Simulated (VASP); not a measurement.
# A vacancy on the Mg site in Mg, part 3 of 3

How easily does a vacancy on the Mg site form in Mg? The host is relaxed first, then a supercell is run with and without the defect. The start is a computed cell from the Materials Project.

VASP 6.6.1; PBEsol; plane waves and PAW (Mg).

So far. Step 2 (The host at zero pressure): The start already met the threshold, so nothing moved. Step 3 (The perfect supercell): The host is treated as a metal, as its relaxation found a gap under 0.3 eV or none, and only the neutral defect is run.

## Step 4: Relaxing the defect

System of this step: Mg. The cell holds 35 atoms: 35 Mg. Cell: a = 9.530 Å, b = 9.530 Å, c = 10.319 Å, α = 90.0°, β = 90.0°, γ = 120.0°. It derives from Mg. Nearest the centre at fractional (0.222, 0.111, 0.750): Mg13 at 3.17 Å, Mg31 at 3.17 Å, Mg30 at 3.17 Å, Mg12 at 3.17 Å, Mg9 at 3.17 Å, Mg27 at 3.17 Å, Mg2 at 3.18 Å, Mg1 at 3.18 Å.

The host is treated as a metal, since its gap is under 0.3 eV or closed. The run keeps 12 symmetry operations, which cuts the number of k-points but bars distortions that break them. The atoms relax at the host's fixed cell.

INCAR

```
SYSTEM = Mg
PREC = Normal
ENCUT = 300
EDIFF = 1E-05
NELM = 120
ISMEAR = 1
SIGMA = 0.2
LREAL = Auto
ALGO = Fast
GGA = PS
NBANDS = 60
LORBIT = 11
LWAVE = .FALSE.
LCHARG = .TRUE.
KPAR = 4
LASPH = .TRUE.
IBRION = 2
NSW = 50
ISIF = 2
EDIFFG = -0.03
POTIM = 0.4
MAXMIX = 40
ISYM = 2
```

POSCAR

```
Mg
1.0
    9.5304784968      0.0000000000      0.0000000000
   -4.7652392484      8.2536364884      0.0000000000
    0.0000000000      0.0000000000     10.3188620100
Mg
35
Direct
    0.2222222200      0.4444444400      0.7500000000
    0.2222222200      0.7777777800      0.7500000000
    0.5555555600      0.1111111100      0.7500000000
    0.5555555600      0.4444444400      0.7500000000
    0.5555555600      0.7777777800      0.7500000000
    0.8888888900      0.1111111100      0.7500000000
    0.8888888900      0.4444444400      0.7500000000
    0.8888888900      0.7777777800      0.7500000000
    0.0000000000      0.0000000000      0.5000000000
    0.0000000000      0.3333333300      0.5000000000
    0.0000000000      0.6666666700      0.5000000000
    0.3333333300      0.0000000000      0.5000000000
    0.3333333300      0.3333333300      0.5000000000
    0.3333333300      0.6666666700      0.5000000000
    0.6666666700      0.0000000000      0.5000000000
    0.6666666700      0.3333333300      0.5000000000
    0.6666666700      0.6666666700      0.5000000000
    0.1111111100      0.2222222200      0.2500000000
    0.1111111100      0.5555555600      0.2500000000
    0.1111111100      0.8888888900      0.2500000000
    0.4444444400      0.2222222200      0.2500000000
    0.4444444400      0.5555555600      0.2500000000
    0.4444444400      0.8888888900      0.2500000000
    0.7777777800      0.2222222200      0.2500000000
    0.7777777800      0.5555555600      0.2500000000
    0.7777777800      0.8888888900      0.2500000000
    0.0000000000      0.0000000000      0.0000000000
    0.0000000000      0.3333333300      0.0000000000
    0.0000000000      0.6666666700      0.0000000000
    0.3333333300      0.0000000000      0.0000000000
    0.3333333300      0.3333333300      0.0000000000
    0.3333333300      0.6666666700      0.0000000000
    0.6666666700      0.0000000000      0.0000000000
    0.6666666700      0.3333333300      0.0000000000
    0.6666666700      0.6666666700      0.0000000000
```

KPOINTS

```
Automatic mesh
0
Gamma
4 4 4
0 0 0
```

Potentials, in the order of the species: Mg (PBE family, release 64).

Started as:

```bash
$ mpirun -np 4 vasp_std
```

The log of the run:

```text
[banner, memory and clock lines left out]
running    4 mpi-ranks, on    1 nodes
 distrk:  each k-point on    1 cores,    4 groups
 distr:  one band on    1 cores,    1 groups

 POSCAR found type information on POSCAR Mg
 POSCAR found :  1 types and      35 ions
 [... a notice as in an earlier step ...]

 LDA part: xc-table for (Slater+PW92), standard interpolation
 POSCAR, INCAR and KPOINTS ok, starting setup
 FFT: planning ... GRIDC
 FFT: planning ... GRID_SOFT
 FFT: planning ... GRID
 WAVECAR not read
 entering main loop
       N       E                     dE             d eps       ncg     rms          rms(c)
DAV:   1     0.335255672657E+02    0.33526E+02   -0.14515E+04  1440   0.547E+02
DAV:   2    -0.547763617226E+02   -0.88302E+02   -0.82132E+02  1692   0.769E+01
DAV:   3    -0.594764091375E+02   -0.47000E+01   -0.45197E+01  1832   0.145E+01
DAV:   4    -0.595499689326E+02   -0.73560E-01   -0.73233E-01  1736   0.205E+00
DAV:   5    -0.595508588433E+02   -0.88991E-03   -0.88953E-03  1744   0.253E-01    0.404E+00
RMM:   6    -0.592795131415E+02    0.27135E+00   -0.14373E-01  1440   0.559E-01    0.254E+00
RMM:   7    -0.591280289034E+02    0.15148E+00   -0.84809E-02  1440   0.605E-01    0.678E-01
RMM:   8    -0.591107062191E+02    0.17323E-01   -0.76903E-03  1442   0.258E-01    0.103E-01
RMM:   9    -0.591097890998E+02    0.91712E-03   -0.11584E-03  1441   0.930E-02    0.404E-02
RMM:  10    -0.591097624850E+02    0.26615E-04   -0.16361E-04  1451   0.331E-02    0.126E-02
RMM:  11    -0.591097684045E+02   -0.59195E-05   -0.24694E-05  1110   0.126E-02
   1 F= -.59109768E+02 E0= -.59100433E+02  d E =-.591098E+02
 curvature:   0.00 expect dE= 0.000E+00 dE for cont linesearch  0.000E+00
 trial: gam= 0.00000 g(F)=  0.276E-02 g(S)=  0.000E+00 ort = 0.000E+00 (trialstep = 0.100E+01)
 search vector abs. value=  0.276E-02
 bond charge predicted
       N       E                     dE             d eps       ncg     rms          rms(c)
DAV:   1    -0.591123322860E+02   -0.25698E-02   -0.52558E-03  1752   0.211E-01    0.133E-02
RMM:   2    -0.591123341294E+02   -0.18435E-05   -0.33204E-04  1440   0.523E-02    0.509E-03
RMM:   3    -0.591123378212E+02   -0.36917E-05   -0.39546E-05  1206   0.210E-02
   2 F= -.59112338E+02 E0= -.59102927E+02  d E =-.256942E-02
[...]
3 F= -.59117842E+02 E0= -.59108203E+02  d E =-.807348E-02
[...]
4 F= -.59119044E+02 E0= -.59108954E+02  d E =-.927600E-02
 curvature:  -1.71 expect dE=-0.848E-03 dE for cont linesearch -0.497E-03
 ZBRENT: bracketing found
 ZBRENT: interpolating
 opt :   7.5222  next Energy=   -59.120154 (dE=-0.104E-01)
 bond charge predicted
       N       E                     dE             d eps       ncg     rms          rms(c)
DAV:   1    -0.591200931001E+02   -0.10539E-02   -0.32075E-02  1528   0.525E-01    0.346E-02
RMM:   2    -0.591200959157E+02   -0.28156E-05   -0.19177E-03  1440   0.128E-01    0.742E-03
RMM:   3    -0.591201206399E+02   -0.24724E-04   -0.21866E-04  1432   0.503E-02    0.584E-03
RMM:   4    -0.591201239816E+02   -0.33417E-05   -0.31100E-05  1156   0.212E-02
   5 F= -.59120124E+02 E0= -.59110219E+02  d E =-.103556E-01
 curvature:  -3.81 expect dE=-0.457E-03 dE for cont linesearch -0.623E-06
 trial: gam= 0.03582 g(F)=  0.120E-03 g(S)=  0.000E+00 ort = 0.212E-04 (trialstep = 0.230E+01)
 search vector abs. value=  0.125E-03
 reached required accuracy - stopping structural energy minimisation
```

Run time: 2.1 min. Hardware: 4 MPI ranks of Intel Xeon Platinum 8259CL at 2.50GHz (Skylake/Cascade Lake), shared host; peak memory 1.5 GiB.

Parts of OUTCAR (step 4):

```text
 Subroutine GETGRP returns: Found 12 space group operations
 (whereof  2 operations were pure point group operations)

The static configuration has the point symmetry C_1h.
 The point group associated with its full space group is D_3h.

 Found     12 irreducible k-points:

   k-points           NKPTS =     12   k-points in BZ     NKDIM =     12   number of bands    NBANDS=     60

   NELECT =      70.0000    total number of electrons

 E-fermi :   2.4919

 k-point     1 :       0.0000    0.0000    0.0000
  band No.  band energies     occupation
    ...
     25       1.9743      2.00155
     26       1.9744      2.00155
     27       2.0697      2.01099
     28       2.0817      2.01352
     29       2.0817      2.01352
     30       2.8323     -0.03692
     31       2.8381     -0.03442
     32       2.8381     -0.03442
     33       2.8592     -0.02612
     34       2.8592     -0.02612
    ...

 k-point     2 :       0.2500    0.0000    0.0000
  band No.  band energies     occupation
    ...
     30       2.0533      2.00817
     31       2.1364      2.03064
     32       2.1745      2.04737
     33       2.2578      2.06994
     34       2.4932      0.98864
     35       2.5855      0.29589
     36       2.6444      0.04040
     37       2.9402     -0.00679
     38       3.0105     -0.00151
     39       3.0986     -0.00015
    ...

  Total       -0.6051674     -0.6051674     -3.3198610      0.0000000      0.0000000      0.0000000
  in kB       -1.1945222     -1.1945222     -6.5529769      0.0000000      0.0000000      0.0000000
  external PRESSURE =      -2.9806738 kB  Pullay stress =       0.0000000 kB

 POSITION                                       TOTAL-FORCE (eV/Angst)
 -----------------------------------------------------------------------------------
      0.00928      3.64657      7.73915        -0.000730      0.002907     -0.000000
     -1.60258      6.43839      7.73915         0.002153     -0.002086     -0.000000
      4.74180      0.91989      7.73915         0.002883     -0.000822     -0.000000
      3.16755      3.64657      7.73915         0.000730      0.002907     -0.000000
      1.58841      6.41950      7.73915         0.000000     -0.000000     -0.000000
      7.96551      0.91989      7.73915        -0.002883     -0.000822     -0.000000
      6.35365      3.66828      7.73915         0.000000     -0.000000     -0.000000
      4.77940      6.43839      7.73915        -0.002153     -0.002086     -0.000000
      0.01065      0.00615      5.17354         0.006051      0.003494      0.005501
     -1.58215      2.74759      5.15764        -0.004208      0.002430     -0.004593
     -3.17683      5.50966      5.15764         0.000000     -0.004859     -0.004593
      3.16618      0.00615      5.17354        -0.006051      0.003494      0.005501
      1.58841      2.73892      5.17354         0.000000     -0.006987      0.005501
     -0.00058      5.50209      5.15339        -0.004503     -0.002600      0.010173
      6.35365      0.00067      5.15339         0.000000      0.005200      0.010173
      4.75897      2.74759      5.15764         0.004208      0.002430     -0.004593
      3.17741      5.50209      5.15339         0.004503     -0.002600      0.010173
      0.00074      1.83372      2.57972         0.008816     -0.005090     -0.000000
     -1.58724      4.58603      2.57972        -0.004927     -0.002845     -0.000000
     -3.17683      7.33742      2.57972        -0.000000      0.010180     -0.000000
      3.17609      1.83372      2.57972        -0.008816     -0.005090     -0.000000
      1.58841      4.58356      2.57972         0.000000     -0.019322     -0.000000
     -0.00155      7.33746      2.57972        -0.016734      0.009661     -0.000000
      6.35365      1.83278      2.57972         0.000000      0.005690     -0.000000
      4.76406      4.58603      2.57972         0.004927     -0.002845     -0.000000
      3.17838      7.33746      2.57972         0.016734      0.009661     -0.000000
      0.01065      0.00615     10.30475         0.006051      0.003494     -0.005501
     -1.58215      2.74759      0.00180        -0.004208      0.002430      0.004593
     -3.17683      5.50966      0.00180         0.000000     -0.004859      0.004593
      3.16618      0.00615     10.30475        -0.006051      0.003494     -0.005501
      1.58841      2.73892     10.30475         0.000000     -0.006987     -0.005501
     -0.00058      5.50209      0.00604        -0.004503     -0.002600     -0.010173
      6.35365      0.00067      0.00604         0.000000      0.005200     -0.010173
      4.75897      2.74759      0.00180         0.004208      0.002430      0.004593
      3.17741      5.50209      0.00604         0.004503     -0.002600     -0.010173
 -----------------------------------------------------------------------------------
    total drift:                                0.000348      0.000295     -0.000000

  FREE ENERGIE OF THE ION-ELECTRON SYSTEM (eV)
  ---------------------------------------------------
  free  energy   TOTEN  =       -59.1201239816 eV

  energy  without entropy=      -59.0904097854  energy(sigma->0) =      -59.11021925

 total charge
# of ion       s       p       d       tot
------------------------------------------
    1        0.215   0.123   0.010   0.348
    2        0.215   0.123   0.010   0.348
    3        0.215   0.123   0.010   0.348
    4        0.215   0.123   0.010   0.348
    5        0.214   0.123   0.012   0.349
    6        0.215   0.123   0.010   0.348
    7        0.212   0.126   0.012   0.350
    8        0.215   0.123   0.010   0.348
    9        0.211   0.126   0.010   0.347
   10        0.207   0.131   0.012   0.350
   11        0.207   0.131   0.012   0.350
   12        0.211   0.126   0.010   0.347
   13        0.211   0.126   0.010   0.347
   14        0.209   0.129   0.012   0.349
   15        0.209   0.129   0.012   0.349
   16        0.207   0.131   0.012   0.350
   17        0.209   0.129   0.012   0.349
   18        0.212   0.127   0.012   0.351
   19        0.211   0.128   0.012   0.352
   20        0.212   0.127   0.012   0.351
   21        0.212   0.127   0.012   0.351
   22        0.211   0.129   0.012   0.352
   23        0.211   0.129   0.012   0.352
   24        0.211   0.128   0.012   0.352
   25        0.211   0.128   0.012   0.352
   26        0.211   0.129   0.012   0.352
   27        0.211   0.126   0.010   0.347
   28        0.207   0.131   0.012   0.350
   29        0.207   0.131   0.012   0.350
   30        0.211   0.126   0.010   0.347
   31        0.211   0.126   0.010   0.347
   32        0.209   0.129   0.012   0.349
   33        0.209   0.129   0.012   0.349
   34        0.207   0.131   0.012   0.350
   35        0.209   0.129   0.012   0.349
--------------------------------------------------
tot          7.383   4.447   0.399  12.229

[... 6 parts as in an earlier step ...]

[... 6 further parts left out ...]
```

The run keeps the 12 symmetry operations of its start, so it cannot find a distortion of lower symmetry.

Relaxation path:

```tsv
step	energy less that of the first step (eV)	largest force (eV/Å)
1	0.0000	0.0813
2	-0.0026	0.0695
3	-0.0081	0.0352
4	-0.0093	0.0305
5	-0.0104	0.0193
```

The atoms that moved most (Å):

```tsv
atom	dx	dy	dz	length
Mg3	-0.023	0.003	0.000	0.024
Mg6	0.023	0.003	0.000	0.024
Mg2	-0.014	0.019	0.000	0.024
Mg8	0.014	0.019	0.000	0.024
Mg4	-0.009	-0.022	0.000	0.024
Mg1	0.009	-0.022	0.000	0.024
Mg9	0.011	0.006	0.014	0.019
Mg27	0.011	0.006	-0.014	0.019
```

The relaxed structure:

```xyz
35
Lattice="9.5305 0.0000 0.0000 -4.7652 8.2536 0.0000 0.0000 0.0000 10.3189" Properties=species:S:1:pos:R:3 pbc="T T T"
Mg    0.0093    3.6466    7.7391
Mg   -1.6026    6.4384    7.7391
Mg    4.7418    0.9199    7.7391
Mg    3.1675    3.6466    7.7391
Mg    1.5884    6.4195    7.7391
Mg    7.9655    0.9199    7.7391
Mg    6.3537    3.6683    7.7391
Mg    4.7794    6.4384    7.7391
Mg    0.0106    0.0061    5.1735
Mg   -1.5821    2.7476    5.1576
Mg   -3.1768    5.5097    5.1576
Mg    3.1662    0.0061    5.1735
Mg    1.5884    2.7389    5.1735
Mg   -0.0006    5.5021    5.1534
Mg    6.3537    0.0007    5.1534
Mg    4.7590    2.7476    5.1576
Mg    3.1774    5.5021    5.1534
Mg    0.0007    1.8337    2.5797
Mg   -1.5872    4.5860    2.5797
Mg   -3.1768    7.3374    2.5797
Mg    3.1761    1.8337    2.5797
Mg    1.5884    4.5836    2.5797
Mg   -0.0016    7.3375    2.5797
Mg    6.3537    1.8328    2.5797
Mg    4.7641    4.5860    2.5797
Mg    3.1784    7.3375    2.5797
Mg    0.0106    0.0061   -0.0141
Mg   -1.5821    2.7476    0.0018
Mg   -3.1768    5.5097    0.0018
Mg    3.1662    0.0061   -0.0141
Mg    1.5884    2.7389   -0.0141
Mg   -0.0006    5.5021    0.0060
Mg    6.3537    0.0007    0.0060
Mg    4.7590    2.7476    0.0018
Mg    3.1774    5.5021    0.0060
```

This step gave:

```yaml
electronic_cycles: 27
electrons: 70
free_energy_toten: -59.1201 eV
energy_at_zero_smearing: -59.1102 eV
fermi_energy: 2.492 eV
```

Valence density in the ab plane at fractional z = 0.750, through the centre, with atoms of Mg within 0.45 Å of it. It is the smooth field of the valence electrons, not physical close to the nuclei.

Values in e/Å³, 13 rows by 16 columns, each cell a mean:
```
0.06 0.04 0.03 0.04 0.07 0.09 0.10 0.09 0.09 0.10 0.10 0.10 0.09 0.09 0.10 0.09
0.07 0.06 0.06 0.06 0.06 0.09 0.09 0.09 0.08 0.07 0.08 0.09 0.09 0.09 0.08 0.06
0.09 0.09 0.07 0.03 0.04 0.08 0.10 0.08 0.04 0.03 0.07 0.09 0.09 0.06 0.03 0.05
0.11 0.10 0.06 0.05 0.08 0.10 0.10 0.08 0.04 0.06 0.10 0.10 0.09 0.05 0.05 0.09
0.11 0.10 0.09 0.09 0.10 0.10 0.10 0.09 0.09 0.10 0.10 0.10 0.09 0.08 0.10 0.11
0.10 0.09 0.09 0.09 0.09 0.10 0.09 0.09 0.09 0.09 0.09 0.09 0.09 0.09 0.09 0.09
0.09 0.09 0.08 0.05 0.04 0.08 0.10 0.09 0.06 0.04 0.07 0.09 0.09 0.07 0.04 0.05
0.10 0.10 0.06 0.03 0.06 0.09 0.10 0.07 0.03 0.05 0.09 0.10 0.09 0.04 0.04 0.08
0.11 0.10 0.07 0.06 0.07 0.07 0.07 0.07 0.07 0.10 0.11 0.11 0.09 0.07 0.09 0.11
0.10 0.08 0.06 0.04 0.04 0.04 0.05 0.06 0.09 0.10 0.10 0.10 0.09 0.09 0.10 0.10
0.07 0.05 0.03 0.02 0.02 0.02 0.04 0.06 0.07 0.05 0.07 0.09 0.09 0.08 0.06 0.06
0.06 0.04 0.02 0.01 0.02 0.03 0.06 0.06 0.03 0.03 0.08 0.10 0.09 0.05 0.03 0.05
0.06 0.03 0.02 0.02 0.03 0.06 0.08 0.08 0.06 0.08 0.10 0.10 0.09 0.06 0.07 0.08
```
Columns run along a (9.5 Å), rows up along b (9.5 Å). Atoms in or near the plane, at fractional coordinates: Mg at (0.22, 0.44), Mg at (0.22, 0.78), Mg at (0.55, 0.11), Mg at (0.55, 0.44), Mg at (0.56, 0.78), Mg at (0.89, 0.11), Mg at (0.89, 0.44), Mg at (0.89, 0.78).

The run ended after 5 ionic steps, 0.010 eV below its first step, once the forces on the free atoms met EDIFFG = -0.03.

The 12 first neighbours (Mg) lie 3.17 Å from the site in the perfect crystal and 3.15 Å on average after the relaxation (-0.7 %).

## Step 5: Formation energies

This step: point defect, PBEsol; plane waves and PAW (VASP 6.6.1).

This step runs nothing: it gathers the runs above.

This step gave:

- formation energy of the neutral defect: 0.9145 eV

Formation energy:

```tsv
formation energy (eV)	largest move (Å)
0.9145	0.02361
```

E_f is E(defect cell) less E(perfect cell), corrected for the atoms exchanged with their references.

References, in eV an atom: Mg -1.715 (the host). They were run at the supercell's cutoff and functional, without U, and count both elements from their own phases.

## Step 6: What came out

- formation energy at charge 0: 0.915 eV

In words: A vacancy on the Mg site costs 0.91 eV, with every exchanged atom at the energy of its element. The 12 first neighbours (Mg) lie 3.17 Å from the site in the perfect crystal and 3.15 Å on average after the relaxation (-0.7 %). With metallic smearing the value can move by tenths of an eV with the k mesh. The supercell of 36 atoms is small, so interactions between images remain.

[Lines on the potential files, build, host, timing and source positions are cut from VASP's logs without a mark.]

[Logs are printed without paths, hosts, clocks, repeated set-up lines and the standing remarks that a program may print on its own settings, such as how far it seeks lower states.]

[Hosts, paths, dates, database ids (printed as entryN), source tags and the programs' standing remarks are cut or masked in the printed files.]

[In band tables of VASP the shares of atoms and orbitals are scaled to a sum of 1 inside the atoms' spheres.]

[Runs that stopped without an error message from VASP are left out.]
